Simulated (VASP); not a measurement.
Data:

```yaml
crystal:
  lattice:
    - [3.91626, 0.00000, 0.00000]
    - [0.00000, 3.91626, 0.00000]
    - [0.00000, 0.00000, 3.91626]
  atoms:
    - { symbol: Ti, position: [0.00000, 0.00000, 0.00000] }
    - { symbol: Pt, position: [0.00000, 0.50000, 0.50000] }
    - { symbol: Pt, position: [0.50000, 0.00000, 0.50000] }
    - { symbol: Pt, position: [0.50000, 0.50000, 0.00000] }
```

Calculation: r2SCAN+rVV10, VASP's PBE PAW potentials (set 64) (plane waves; VASP). Numerical set-up: 520 eV cut-off, 8×8×8 Γ-centred mesh, first-order Methfessel-Paxton smearing of 0.10 eV, potentials Ti_sv Pt.

Unless said otherwise, spin-orbit coupling is left out, though it shifts the bands of the heavy elements here.

Problem. What does the run give for the energy per atom (σ→0), band gap (on the k-mesh) with the smallest direct gap where there is one?

Solution. 
```yaml
band gap (on the k-mesh): none (metal, semimetal or under 0.01 eV)
energy per atom (σ→0): -42.605 eV/atom
```

Total energies compare only between runs with the same potentials, cut-off and functional.

The compound is Pt3Ti in the L1_2 structure. It was relaxed first.
